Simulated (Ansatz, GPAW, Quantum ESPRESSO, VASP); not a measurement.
## OsRu3 (P1, 8 atoms in the cell) computed with different codes at matched settings

Self-consistent single point, at a second geometry (atoms moved at random). First geometry:

```
CELL_PARAMETERS angstrom
      5.43042     0.00000     0.00000
     -2.71521     4.70288     0.00000
      0.00000     0.00000     4.29098
ATOMIC_POSITIONS crystal
  Ru 0.83256 0.16744 0.75000
  Ru 0.16744 0.83256 0.25000
  Ru 0.66512 0.83256 0.25000
  Ru 0.33488 0.16744 0.75000
  Ru 0.83256 0.66512 0.75000
  Ru 0.16744 0.33488 0.25000
  Os 0.66667 0.33333 0.25000
  Os 0.33333 0.66667 0.75000
```

Second geometry:
```xyz
8
Lattice="5.4304 0.0000 0.0000 -2.7152 4.7029 0.0000 0.0000 0.0000 4.2910" Properties=species:S:1:pos:R:3 pbc="T T T"
Ru     3.8888     0.7379     3.2325
Ru    -1.3001     3.9906     1.0983
Ru     1.3440     3.8507     1.1129
Ru     1.4289     0.7997     3.2375
Ru     2.7449     3.1046     3.2114
Ru     0.0279     1.6403     1.0854
Os     2.6892     1.5640     1.0311
Os     0.0373     3.1237     3.1548
```

Shared settings, as Ansatz (a program for electronic structure) writes them: kpoints.mp_grid.grid = 4 4 5; scf.occupations.method = fermi_dirac; scf.occupations.width = 0.136 eV. Potentials and cutoffs stand in the table.

```csv
code,model,ΔF from the first geometry (meV/atom),pressure (GPa),largest force (eV/Å),cutoff
Ansatz,"PBEsol, PAW files made with PBE",76.0,-1.77,3.406,default
GPAW,"PBEsol, GPAW PAW datasets PBEsol (made by gpaw-setup)",74.0,-2.72,3.344,600 eV
VASP,"PBEsol, VASP's PBE PAW potentials (set 64)",77.0,-2.16,3.438,300 eV
Quantum ESPRESSO,"PBEsol, GBRV 1.5 ultrasoft (PBESOL) pseudopotentials",75.6,-2.00,3.394,40 Ry
```

Size of the force on each atom (eV/Å): Sizes of forces hide their directions.

```tsv
code	Ru1	Ru2	Ru3	Ru4	Ru5	Ru6	Os7	Os8
Ansatz	3.406	1.286	1.494	2.002	0.647	1.790	1.065	1.516
GPAW	3.344	1.265	1.461	1.966	0.634	1.752	1.038	1.479
VASP	3.438	1.292	1.519	2.042	0.668	1.809	1.087	1.544
Quantum ESPRESSO	3.394	1.280	1.487	1.993	0.643	1.783	1.061	1.511
```

On Ansatz's run: spin-orbit coupling is off. Spin polarisation is off.

The spread over the programs that give each value: ΔF from the first geometry within 3.0 meV/atom; pressure within 0.95 GPa; largest force within 0.094 eV/Å.

Ansatz's pressure is given at a fixed set of plane waves, as the other plane-wave codes print theirs; with its correction for the finite basis it is -1.54 GPa (the shift of 0.23 GPa shows how far the cutoff is from converged).

VASP's run is marked for a possible Pulay error in its stress at this cutoff; no cutoff test was made.

The starting cell comes from a database of computed structures (which also holds hypothetical and non-ambient phases and stackings), without a prior relaxation at this level. For this run, on top of that: atoms moved at random.

Left out of this page: SIESTA (not drawn, or without a comparable value).

Keys are those of Ansatz 0.2.
